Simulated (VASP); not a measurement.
Take CdI$_{2}$ (1T layered), without spin-orbit terms, in VASP with PAW potentials, and its band gap. Without a dispersion term in the relaxation, distances and binding between the weakly bound layers, chains or molecules are unreliable, and so is what depends on them.

Question: One run gives 2.40 eV. Which level is it?
A) PBE (own cell)
B) HSE06 (PBE cell)
C) LDA (own cell)
D) RPBE (own cell)

Answer: A, PBE (own cell). [volume +15 % from the start] The others give 2.22 (LDA (own cell)), 3.40 (HSE06 (PBE cell) [volume +15 % from the start]), 2.53 (RPBE (own cell) [volume +36 % from the start]).

Only levels that ran to the end are used. Left out are those held back, those with too coarse a band path, GW runs whose mesh misses a band edge, hybrids' fits of cells that aren't cubic and levels without matching references; a question may draw on a part of the rest.

The compound is CdI2 in the 1T layered structure.
